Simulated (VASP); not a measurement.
Consider the following.

```yaml
crystal:
  lattice:
    - [0.00000, 2.50141, 2.50141]
    - [2.50141, 0.00000, 2.50141]
    - [2.50141, 2.50141, 0.00000]
  atoms:
    - { symbol: Hf, position: [0.00000, 0.00000, 0.00000] }
    - { symbol: O, position: [0.25000, 0.25000, 0.25000] }
    - { symbol: O, position: [0.75000, 0.75000, 0.75000] }
```

Method: RPBE GGA, VASP's PBE PAW potentials (set 64) (plane waves; VASP). Numerical set-up: 520 eV cut-off, 8×8×8 Γ-centred mesh, Gaussian smearing of 0.050 eV, potentials Hf_pv O.

Give the stress tensor in GPa (positive for a compressed cell).

```
16.75   0.00   0.00
 0.00  16.75   0.00
 0.00   0.00  16.75
```
The pressure is its mean diagonal, 16.75 GPa.

The compound is HfO2 in the fluorite structure, the high-temperature cubic form, which is unstable at 0 K; the monoclinic form is the stable one. This cell is one point of a volume scan, at 0.94 of the reference volume.
